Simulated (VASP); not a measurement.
Write the native input for VASP 6.6.1 that does the following.

```yaml
Task: relaxation of cell and atoms
Functional: revPBE
Dispersion: D3(BJ)
Potentials_or_basis: VASP PAW PBE potentials, release 64 (Pb_d)
Cutoff: 600 eV
k_mesh: 14 × 14 × 14
Occupations: methfessel-paxton, width 0.1 eV
Spin: no spin polarisation
Further_INCAR_settings: ALGO = Normal; EDIFF = 1e-06; IBRION = 2; EDIFFG = -0.005; NSW = 40; ISIF = 3
```

The structure of Pb lies in POSCAR:

```
Pb
1.0
    0.0000000000      2.4650000000      2.4650000000
    2.4650000000      0.0000000000      2.4650000000
    2.4650000000      2.4650000000      0.0000000000
Pb
1
Direct
    0.0000000000      0.0000000000      0.0000000000
```

The cell was built by a generator and needn't be a form met in nature.

These files were run (other wordings do the same):

INCAR

```
SYSTEM = Pb
PREC = Accurate
ENCUT = 600
EDIFF = 1E-6
ISMEAR = 1
SIGMA = 0.1
LREAL = .FALSE.
LASPH = .TRUE.
NELM = 120
ALGO = Normal
ISIF = 3
LWAVE = .FALSE.
LCHARG = .FALSE.
GGA = RE
IVDW = 12
IBRION = 2
NSW = 40
EDIFFG = -0.005
```

KPOINTS

```
regular mesh
0
G
  14 14 14
  0 0 0
```

Potentials or basis: VASP PAW PBE potentials, release 64 (Pb_d).

The run is started by

```sh
$ cat potpaw_PBE.64/Pb_d/POTCAR > POTCAR
$ mpirun -np 1 vasp_std > vasp.out
```

It gave:

The relaxed volume is 30.02 Å³/atom. The relaxed cell is a = 3.489 Å, b = 3.489 Å, c = 3.489 Å, α = 60.00°, β = 60.00°, γ = 60.00° and the space group after relaxing (to 0.05 Å) is Fm-3m (No. 225). The energy gained by relaxing is 0.0 meV/atom and the ionic steps are 4. The pressure after relaxing is 0.0 GPa, the band gap on the k mesh is none (metal or under the smearing width) and the dispersion energy per atom is -0.742 eV.

Caveat: the PAW data sets were made with another functional, which shifts forces and pressure a little; pairwise dispersion overbinds metals, which lowers pressure and volume.

Run time: 43 s on 1 thread of AMD EPYC 9R14 (Zen 4), on a shared host, peak memory 0.17 GiB.
